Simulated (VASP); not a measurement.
Method: PBE GGA, VASP's PBE PAW potentials (set 64) (plane waves; VASP).

Input for VASP

**POSCAR**
```
SiO2
4.1620530
  1.0000000000   0.0000000000   0.0000000000
  0.0000000000   1.0000000000   0.0000000000
  0.0000000000   0.0000000000   0.6362819022
Si O
2 4
Cart
  0.5000000000   0.5000000000   0.3181409511
  0.0000000000   0.0000000000   0.0000000000
  0.6931600000   0.6931600000   0.0000000000
  0.3068400000   0.3068400000   0.0000000000
  0.8068400000   0.1931600000   0.3181409511
  0.1931600000   0.8068400000   0.3181409511
```

File KPOINTS:
```
Automatic mesh
0
Gamma
4 4 6
0 0 0
```

**INCAR**
```
SYSTEM = SiO2
PREC = Accurate; ENCUT = 400; LREAL = .FALSE.
LASPH = .TRUE.
EDIFF = 1E-6; NELM = 100; ALGO = Normal
ISMEAR = 0; SIGMA = 0.01
GGA = PE
ISIF = 2
LWAVE = .FALSE.; LCHARG = .FALSE.
```

POTCAR, in this order: Si O (PBE.64 set). Program: vasp_std.

What will the output report for the number of irreducible k-points (NKPTS), largest plane-wave count, number of space-group operations, FFT grid (NGX, NGY, NGZ)?

- number of irreducible k-points (NKPTS): 24
- largest plane-wave count: 852
- number of space-group operations: 16
- FFT grid (NGX, NGY, NGZ): 28 × 28 × 18

The structure comes from a computed database's SiO2 entry; how it stands against other phases isn't given here. The cell was not relaxed at this level.
